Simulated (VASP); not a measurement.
Consider the following.

```
CELL_PARAMETERS angstrom
     -1.60164     1.60164     3.92380
      1.60164    -1.60164     3.92380
      1.60164     1.60164    -3.92380
ATOMIC_POSITIONS crystal
  Si 0.66488 0.66488 0.00000
  Si 0.33512 0.33512 0.00000
  Mo 0.00000 0.00000 0.00000
```

Computed with vdW-DF-cx, VASP's PBE PAW potentials (set 64) (plane waves; VASP). Run with 520 eV cut-off, Gaussian smearing of 0.050 eV, potentials Si Mo_sv.

Question: Give the energies of bands 6 to 14 at the high-symmetry points, in eV from the Fermi level.

Answer: 
| band | Γ | X | P | N | M | S | R |
|---|---|---|---|---|---|---|---|
| 6 | -6.36 | -6.64 | -6.22 | -9.46 | -10.07 | -8.92 | -7.76 |
| 7 | -3.38 | -5.60 | -6.22 | -4.94 | -3.51 | -6.79 | -5.49 |
| 8 | -3.04 | -5.17 | -6.14 | -4.46 | -2.17 | -2.77 | -4.42 |
| 9 | -2.61 | -4.42 | -2.70 | -2.57 | -0.57 | -2.48 | -3.78 |
| 10 | -2.61 | -3.04 | -2.06 | -2.56 | -0.57 | -2.26 | -2.91 |
| 11 | 0.38 | -1.19 | -2.06 | -0.50 | -0.47 | -0.40 | -1.78 |
| 12 | 3.18 | 2.31 | 0.32 | 2.26 | -0.47 | 1.54 | 1.78 |
| 13 | 3.26 | 2.73 | 2.31 | 3.10 | 0.51 | 3.03 | 2.05 |
| 14 | 3.52 | 3.15 | 4.04 | 4.08 | 4.74 | 3.65 | 2.61 |

It has no gap at this level: it comes out as a metal or semimetal.

The compound is MoSi2 in the MoSi2 type structure. It was relaxed first.
